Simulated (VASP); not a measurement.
Calculation: PW91 GGA, VASP's PBE PAW potentials (set 64) (plane waves; VASP 6.6.1).

VASP ran on this input.

### POSCAR
```
AuZn
1
    3.1915534728     0.0000000000     0.0000000000
    0.0000000000     3.1915534728     0.0000000000
    0.0000000000     0.0000000000     3.1915534728
Zn Au
1 1
Direct
  0.5000000000   0.5000000000   0.5000000000
  0.0000000000   0.0000000000   0.0000000000
```

### INCAR
```
SYSTEM = AuZn
LCHARG = T
LORBIT = 11
ISIF = 2   ! forces and stress, cell fixed
LASPH = T
LWAVE = F
LREAL = F   ! projection in real space or not
ENCUT = 520   ! plane-wave cut-off (eV)
NEDOS = 601   ! DOS grid
GGA = 91
LMAXMIX = 6
EDIFF = 1E-7
ALGO = Normal
ISMEAR = -5
PREC = Accurate
NELM = 100   ! most electronic steps
```

File KPOINTS:
```
Automatic mesh
0
Gamma
13 13 13
0 0 0
```

POTCAR, in this order: Zn Au (PBE.64 set). Program: vasp_std.

Output of the run:

### OUTCAR
```
 ion  position               nearest neighbor table
   1  0.500  0.500  0.500-   2 2.76   2 2.76   2 2.76   2 2.76   2 2.76   2 2.76   2 2.76   2 2.76
  LATTYP: Found a simple cubic cell.
 ALAT       =     3.1915534728
 Subroutine PRICEL returns:
 Original cell was already a primitive cell.
 Subroutine GETGRP returns: Found 48 space group operations
The static configuration has the point symmetry O_h .
The dynamic configuration has the point symmetry O_h .
 Subroutine INISYM returns: Found 48 space group operations
 Subroutine IBZKPT returns following result:
 Found     84 irreducible k-points:

 Following reciprocal coordinates:
            Coordinates               Weight
  0.000000  0.000000  0.000000      1.000000
  0.076923  0.000000  0.000000      6.000000
  0.153846  0.000000  0.000000      6.000000
  0.230769  0.000000  0.000000      6.000000
  0.307692  0.000000  0.000000      6.000000
  0.384615  0.000000  0.000000      6.000000
  0.461538  0.000000  0.000000      6.000000
  0.076923  0.076923  0.000000     12.000000
  0.153846  0.076923  0.000000     24.000000
  0.230769  0.076923  0.000000     24.000000
...
```

### OSZICAR
```
       N       E                     dE             d eps       ncg     rms          rms(c)
DAV:   1     0.127349141787E+03    0.12735E+03   -0.11771E+04  2584   0.197E+03
DAV:   2    -0.116641606154E+01   -0.12852E+03   -0.12496E+03  2751   0.345E+02
DAV:   3    -0.526059612625E+01   -0.40942E+01   -0.40769E+01  3024   0.701E+01
DAV:   4    -0.528519569376E+01   -0.24600E-01   -0.24581E-01  3003   0.487E+00
DAV:   5    -0.528548610699E+01   -0.29041E-03   -0.29036E-03  3031   0.522E-01    0.780E+00
DAV:   6    -0.480633530363E+01    0.47915E+00   -0.17760E+00  2576   0.152E+01    0.476E+00
DAV:   7    -0.478232501887E+01    0.24010E-01   -0.36114E-02  3312   0.478E+00    0.265E+00
DAV:   8    -0.477355249414E+01    0.87725E-02   -0.12327E-02  2947   0.131E+00    0.171E-01
DAV:   9    -0.477357170234E+01   -0.19208E-04   -0.44367E-04  2858   0.269E-01    0.788E-02
DAV:  10    -0.477357405137E+01   -0.23490E-05   -0.59748E-05  3135   0.143E-01    0.185E-02
DAV:  11    -0.477357261535E+01    0.14360E-05   -0.15254E-05  2926   0.104E-01    0.446E-03
DAV:  12    -0.477357261895E+01   -0.35934E-08   -0.39525E-07  2915   0.156E-02
   1 F= -.47735726E+01 E0= -.47735726E+01  d E =0.000000E+00
```

OUTCAR:
```
------------------------ aborting loop because EDIFF is reached ----------------------------------------
  FORCE on cell =-STRESS in cart. coord.  units (eV):
  Direction    XX          YY          ZZ          XY          YZ          ZX
  --------------------------------------------------------------------------------------
  Total        0.0031761      0.0031761      0.0031761      0.0000000     -0.0000000     -0.0000000
  in kB        0.1565305      0.1565305      0.1565305      0.0000000     -0.0000000     -0.0000000
  external PRESSURE =       0.1565305 kB  Pullay stress =       0.0000000 kB
  volume of cell :       32.51
      direct lattice vectors                 reciprocal lattice vectors
     3.191553473  0.000000000  0.000000000     0.313327039  0.000000000  0.000000000
     0.000000000  3.191553473  0.000000000     0.000000000  0.313327039  0.000000000
     0.000000000  0.000000000  3.191553473     0.000000000  0.000000000  0.313327039
 POSITION                                       TOTAL-FORCE (eV/Angst)
 -----------------------------------------------------------------------------------
      1.59578      1.59578      1.59578         0.000000      0.000000      0.000000
      0.00000      0.00000      0.00000         0.000000      0.000000      0.000000
 -----------------------------------------------------------------------------------
    total drift:                                0.000000      0.000000     -0.000000
  FREE ENERGIE OF THE ION-ELECTRON SYSTEM (eV)
  ---------------------------------------------------
  free  energy   TOTEN  =        -4.7735726189 eV

  energy  without entropy=       -4.7735726189  energy(sigma->0) =       -4.77357262

 total charge

# of ion       s       p       d       tot
------------------------------------------
    1        0.520   0.417   9.768  10.706
    2        0.614   0.362   8.709   9.685
--------------------------------------------------
tot          1.134   0.779  18.478  20.391
```
(Selected blocks of OUTCAR.)

For a metal the tetrahedron method with Blöchl corrections gives inexact stress and forces.

The compound is AuZn in the CsCl type structure. It was relaxed first. The electron count is odd and the run is not spin-polarised, which forces a metal.
